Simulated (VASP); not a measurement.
Given:

```yaml
crystal:
  lattice:
    - [3.12859, 0.00000, 0.00000]
    - [-1.56429, 2.70944, 0.00000]
    - [0.00000, 0.00000, 5.01696]
  atoms:
    - { symbol: Al, position: [0.66667, 0.33333, 0.49929] }
    - { symbol: Al, position: [0.33333, 0.66667, 0.99929] }
    - { symbol: N, position: [0.66667, 0.33333, 0.88071] }
    - { symbol: N, position: [0.33333, 0.66667, 0.38071] }
```

Level of theory: modified Becke-Johnson potential (mBJ), VASP's PBE PAW potentials (set 64) (plane waves; VASP). Run with 500 eV cut-off, 6×6×4 Γ-centred mesh, Gaussian smearing of 0.050 eV, potentials Al N.

mBJ is a potential without an energy functional, so only the levels count.

Q: Predict the band gap (over mesh and band path) with the smallest direct gap where there is one.

A: 
```
Property                                         Value
---------------------------------------------  -------
band gap (over mesh and band path)             5.21 eV
smallest direct gap (over mesh and band path)  5.21 eV
```

The structure comes from a computed database's AlN entry (P6_3mc); how it stands against other phases isn't given here. The cell was not relaxed at this level. The cell's shape comes from a PBE relaxation.
